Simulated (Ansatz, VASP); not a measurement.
# Cross-check of Ti7NbC8 between VASP and Ansatz, part 2 of 2

Aim: how closely do two programs agree when they are given the same cell, functional and k mesh? The structure shown is frame 21 of Ansatz's trajectory.

VASP 6.6.1 and Ansatz 0.2.0.

So far: Set-up; Ansatz: dynamics, PBE.

**3. VASP: single point, PBE**

Level of this step: PBE; plane waves and PAW (Ti_sv, C, Nb_sv) (VASP).

The same cell, functional, mesh and smearing now go to VASP, with its own data sets.

Lines of VASP's logs that name or quote its potential files are left out, and so is its time.

File INCAR:

```
SYSTEM = Ti7NbC8
PREC = Accurate
ENCUT = 520
EDIFF = 1E-06
NELM = 120
ISMEAR = -1
SIGMA = 0.025
LREAL = Auto
ALGO = Normal
GGA = PE
NBANDS = 304
LASPH = .TRUE.
LORBIT = 11
LWAVE = .FALSE.
LCHARG = .FALSE.
ISIF = 2
GGA_COMPAT = .FALSE.
NCORE = 2
```

File POSCAR:

```
Ti7NbC8
1.0
    8.6916000000      0.0000000000      0.0000000000
    0.0000000000      8.6916000000      0.0000000000
    0.0000000000      0.0000000000      8.6916000000
Ti C Nb
28 32 4
Direct
    0.0114363293      0.9950641999      0.9902894749
    0.0006327949      0.2544985963      0.2511390308
    0.2416010861      0.0080767638      0.2420037738
    0.2512310737      0.2622992314      0.0166597634
    0.9941092549      0.0001725804      0.5009549450
    0.0051659073      0.2557526807      0.7494017212
    0.2571103134      0.0034976299      0.7506212895
    0.0066846150      0.5010239772      0.0097450412
    0.2472041972      0.5019674168      0.2507248378
    0.2480786046      0.7467094666      0.9924985043
    0.9991716140      0.4987229049      0.5059137558
    0.0003796769      0.7554305306      0.7464908647
    0.2507938699      0.4954898983      0.7497468820
    0.2464333379      0.7623337475      0.5045216071
    0.5170164297      0.0030949422      0.0058217129
    0.5067306365      0.2456509734      0.2550163376
    0.7553960145      0.0079732155      0.2431197938
    0.4947305444      0.9910488288      0.4891044227
    0.7532675227      0.9996433338      0.7416701183
    0.7561208523      0.2394840996      0.5048437572
    0.5071218188      0.4984927976      0.0041879516
    0.4927286115      0.7442588246      0.2500920429
    0.7406346357      0.5027267707      0.2493096783
    0.7448686088      0.7342261494      0.0001840858
    0.5084564407      0.5018753739      0.5044755856
    0.5075705279      0.7371255005      0.7309356160
    0.7587670855      0.5117469741      0.7478484974
    0.7375627042      0.7518868793      0.4945694694
    0.2407496894      0.0012655898      0.0102627825
    0.2502416126      0.2665332045      0.2471696811
    0.9921533435      0.0020019329      0.2531294583
    0.0063854756      0.2425445257      0.9980210778
    0.2562128952      0.9961687146      0.5131276175
    0.2465368862      0.2462492522      0.7387017350
    0.0029223618      0.0004487091      0.7552234341
    0.0026347278      0.2559367665      0.5033595656
    0.2480440885      0.5024736527      0.0120806296
    0.2404620553      0.7522895669      0.2602627825
    0.9969510792      0.4920613006      0.2575360118
    0.9958580699      0.7492636569      0.9931312992
    0.2550623591      0.5068456901      0.5151525611
    0.2393575406      0.7413364628      0.7649109485
    0.9924409775      0.4994247319      0.7635993373
    0.0013691380      0.7523931152      0.5015417184
    0.7395991532      0.0001265590      0.9975493580
    0.7609876202      0.2505637627      0.2573289153
    0.4981591422      0.0006558056      0.2500230107
    0.4965253808      0.2499194625      0.0018408578
    0.7541764462      0.0017948364      0.5067766579
    0.7511275254      0.2544640803      0.7367803396
    0.5133117033      0.9933614064      0.7425905472
    0.5126443923      0.2540038658      0.5003451608
    0.7423949560      0.5008053753      0.0019674168
    0.7459040913      0.7382300152      0.2621036403
    0.4994477426      0.5006788163      0.2469050578
    0.4937295780      0.7385636707      0.0016337613
    0.7557066593      0.5057296700      0.4989990335
    0.7418887201      0.7495973123      0.7584679461
    0.4995397855      0.5036241889      0.7442703300
    0.5036702103      0.7446385015      0.4889548530
    0.2445349533      0.2450757053      0.4930737724
    0.9950987160      0.7551198859      0.2508168807
    0.7533710709      0.2450066731      0.9995858070
    0.4983892494      0.2455704358      0.7450641999
```

File KPOINTS:

```
Automatic mesh
0
Gamma
1 1 1
0 0 0
```

The projector-augmented-wave data sets are Ti_sv, C and Nb_sv (PBE family, release 64).

On the command line:

```
> mpirun -np 8 vasp_gam
```

Numbers of over 12 decimals in the logs are rounded to 6 here.

The program printed:

```text
[banner, memory and clock lines left out]
running    8 mpi-ranks, on    1 nodes
[...]
LDA part: xc-table for (Slater+PW92), standard interpolation
 POSCAR, INCAR and KPOINTS ok, starting setup
[...]
entering main loop
       N       E                     dE             d eps       ncg     rms          rms(c)
DAV:   1     0.103931813955E+05    0.10393E+05   -0.27022E+05   608   0.220E+03
DAV:   2     0.177354714549E+04   -0.86196E+04   -0.84243E+04   608   0.738E+02
DAV:   3    -0.334686704383E+03   -0.21082E+04   -0.19908E+04   856   0.310E+02
DAV:   4    -0.727426785785E+03   -0.39274E+03   -0.37734E+03   888   0.121E+02
[...]
DAV:  20    -0.596108189463E+03    0.32510E-05   -0.26739E-05   880   0.231E-02    0.114E-02
DAV:  21    -0.596108188833E+03    0.62927E-06   -0.11809E-05   808   0.143E-02    0.659E-03
DAV:  22    -0.596108188922E+03   -0.88599E-07   -0.36154E-06   544   0.812E-03
   1 F= -.59610819E+03 E0= -.59604761E+03  d E =-.121154E+00
```

OUTCAR, selected parts (step 3):

```text
  Total       14.9354291      9.9162500     22.1441626     -1.2612468      3.5111745      1.6379401
  in kB       36.4442563     24.1968514     54.0344395     -3.0775949      8.5676912      3.9967722
  external PRESSURE =      38.2251824 kB  Pullay stress =       0.0000000 kB

 POSITION                                       TOTAL-FORCE (eV/Angst)
 -----------------------------------------------------------------------------------
      0.09940      8.64870      8.60720        -1.288290      0.794643      0.569770
      0.00550      2.21200      2.18280        -0.692573     -0.228140      0.344861
      2.09990      0.07020      2.10340         0.672020     -0.437910      0.298727
      2.18360      2.27980      0.14480         0.466612     -1.438294     -2.084738
      8.64040      0.00150      4.35410         0.546591     -0.126489     -0.396200
      0.04490      2.22290      6.51350        -0.369925     -0.397325      0.599583
      2.23470      0.03040      6.52410         0.224965     -0.667301      0.105842
      0.05810      4.35470      0.08470        -0.582899      0.054569     -0.731135
      2.14860      4.36290      2.17920         0.332165      0.844621      1.127302
      2.15620      6.49010      8.62640         1.021584      0.694858      1.216601
      8.68440      4.33470      4.39720        -0.362384      0.952713     -0.093643
      0.00330      6.56590      6.48820         0.008217     -0.427413     -0.251681
      2.17980      4.30660      6.51650         0.046454      0.568240      0.944495
      2.14190      6.62590      4.38510        -0.404301     -1.774592     -0.799945
[...]
-----------------------------------------------------------------------------------
    total drift:                                0.000457      0.060998      0.018011

  FREE ENERGIE OF THE ION-ELECTRON SYSTEM (eV)
  ---------------------------------------------------
  free  energy   TOTEN  =      -596.1081889221 eV

  energy  without entropy=     -595.9870350896  energy(sigma->0) =     -596.04761201

[... 3 further parts left out ...]
[key lines of the parts left out:]
E-fermi :   9.5660
```

The gap is under twice the smearing width, so the edge states are partly filled and the run can't tell a small gap from a semimetal.

**4. Comparison**

Known differences besides the potentials themselves: the cutoff is 420 eV in Ansatz and 520 eV in VASP (PREC = Accurate, projectors in real space). Total energies have different zeros and are not compared.

Forces on 10 of the 64 atoms, those with the largest forces and the largest differences (eV/Å; atoms numbered as in POSCAR):

```csv
atom,"Ansatz x, y, z","VASP x, y, z"
Ti4,"0.465, -1.435, -2.081","0.467, -1.438, -2.085"
Ti14,"-0.406, -1.775, -0.811","-0.404, -1.775, -0.800"
Ti15,"-2.625, -1.327, -1.141","-2.641, -1.318, -1.142"
Ti23,"1.413, -1.198, 0.740","1.411, -1.194, 0.739"
Ti24,"0.598, 1.948, -0.361","0.602, 1.964, -0.352"
Ti26,"-1.269, 1.547, 2.016","-1.273, 1.544, 2.018"
Ti27,"-0.884, -1.609, 0.555","-0.886, -1.615, 0.556"
C45,"1.421, -0.477, 0.429","1.442, -0.464, 0.419"
C48,"0.295, 0.035, -0.042","0.310, 0.036, -0.064"
C53,"0.718, -0.470, -0.352","0.724, -0.497, -0.355"
```

The forces differ by 8.4 meV/Å r.m.s., which is 1.1 % of the r.m.s. force of 0.797 eV/Å (both taken over all components).

**5. Outcome**

```
r.m.s. force difference (single point, PBE) : 1.1 % of the r.m.s. force
```

What this shows: The r.m.s. force difference is 1.1 % of the r.m.s. force (single point, PBE), within the 3 % picked in this series as the mark of a large difference. 2 further runs of this series are not shown here. Such differences can come from data sets, numerical settings and the points named under the comparisons, not from the functional's error against experiment.

[Lines on the potential files, build, host, timing and source positions are cut from VASP's logs without a mark.]

[Logs are printed without paths, hosts, clocks, repeated set-up lines and the standing remarks that a program may print on its own settings, such as how far it seeks lower states.]

[Hosts, paths, dates, database ids (printed as entryN), source tags and the programs' standing remarks are cut or masked in the printed files.]
